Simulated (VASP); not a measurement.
Data:

```
CELL_PARAMETERS angstrom
      0.00000     2.60164     2.60164
      2.60164     0.00000     2.60164
      2.60164     2.60164     0.00000
ATOMIC_POSITIONS crystal
  Zr 0.00000 0.00000 0.00000
  O  0.25000 0.25000 0.25000
  O  0.75000 0.75000 0.75000
```

Calculation: RPBE GGA, VASP's PBE PAW potentials (set 64) (plane waves; VASP 6.6.1). Settings: 520 eV cut-off, 7×7×7 Γ-centred mesh, Gaussian smearing of 0.050 eV, potentials Zr_sv O.

Question: Give the stress tensor in GPa (positive for a compressed cell).

Answer: 
```
-6.26   0.00   0.00
 0.00  -6.26   0.00
 0.00   0.00  -6.26
```
The pressure is its mean diagonal, -6.26 GPa.

The compound is ZrO2 in the fluorite structure, the high-temperature cubic form, which is unstable at 0 K; the monoclinic form is the stable one. This cell is one point of a volume scan, at 1.03 of the reference volume.
